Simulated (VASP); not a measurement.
## Pt: density of states with PBE

The system is Pt.

```xyz
1
Lattice="0.0000 1.9579 1.9579 1.9579 0.0000 1.9579 1.9579 1.9579 0.0000" Properties=species:S:1:pos:R:3 pbc="T T T"
Pt    0.0000    0.0000    0.0000
```

- Program: VASP 6.6.1
- Task: density of states
- Functional: PBE
- Potentials or basis: VASP PAW PBE potentials, release 64 (Pt)
- Cutoff: 520 eV
- k mesh: 16 × 16 × 16
- Occupations: methfessel-paxton, width 0.1 eV
- Spin: no spin polarisation
- k mesh for the DOS: 24 × 24 × 24
- Occupations for the DOS: tetrahedron
- Further INCAR settings: ALGO = Normal; EDIFF = 1e-06; NBANDS = 11

```json
{"Valence electrons inside the program's atomic spheres": "Pt 9.31"}
```

Levels at points of the mesh, in eV from the Fermi level:
```csv
k point,band 2,band 3,band 4,band 5,band 6,band 7,band 8,band 9
"(0.00, 0.00, 0.00)",-3.80,-3.80,-3.80,-1.63,-1.63,14.65,19.64,19.64
"(0.50, 0.00, 0.00)",-3.87,-3.87,-0.47,0.05,0.05,5.89,14.22,19.03
"(0.50, 0.50, 0.00)",-6.65,0.02,0.51,0.51,1.79,8.95,11.43,11.43
```

States per cell in windows of 0.5 eV (zero at the Fermi level; states under -8 eV left out):
```csv
from (eV),total,Pt1_d,Pt1_p,Pt1_s
-8.0,0.09,0.01,0.01,0.05
-7.5,0.24,0.10,0.02,0.10
-7.0,0.51,0.30,0.03,0.12
-6.5,0.72,0.53,0.04,0.09
-6.0,0.59,0.46,0.03,0.04
-5.5,0.53,0.43,0.04,0.01
-5.0,0.67,0.56,0.05,0.01
-4.5,0.76,0.63,0.06,0.02
-4.0,0.90,0.74,0.08,0.02
-3.5,0.90,0.77,0.06,0.02
-3.0,0.61,0.51,0.05,0.01
-2.5,0.62,0.54,0.04,0.01
-2.0,0.71,0.63,0.04,0.01
-1.5,0.57,0.52,0.03,0.01
-1.0,0.58,0.54,0.02,0.01
-0.5,0.80,0.75,0.01,0.01
0.0,0.63,0.60,0.01,0.01
0.5,0.14,0.10,0.02,0.01
1.0,0.14,0.09,0.02,0.01
1.5,0.13,0.08,0.03,0.01
2.0,0.14,0.08,0.04,0.02
2.5,0.14,0.07,0.04,0.02
3.0,0.12,0.06,0.04,0.02
3.5,0.13,0.05,0.04,0.02
4.0,0.12,0.05,0.04,0.02
4.5,0.11,0.04,0.04,0.03
5.0,0.10,0.03,0.03,0.03
5.5,0.18,0.06,0.03,0.07
6.0,0.16,0.05,0.03,0.06
6.5,0.16,0.04,0.05,0.05
7.0,0.15,0.04,0.05,0.04
7.5,0.17,0.04,0.06,0.05
```

Wall time 23 s on 4 MPI ranks on Intel(R) Xeon(R) Platinum 8488C (Sapphire Rapids), with other jobs on the host, peak memory 0.17 GiB a rank.

 Spin-orbit coupling is left out, which matters for the levels of Pt.
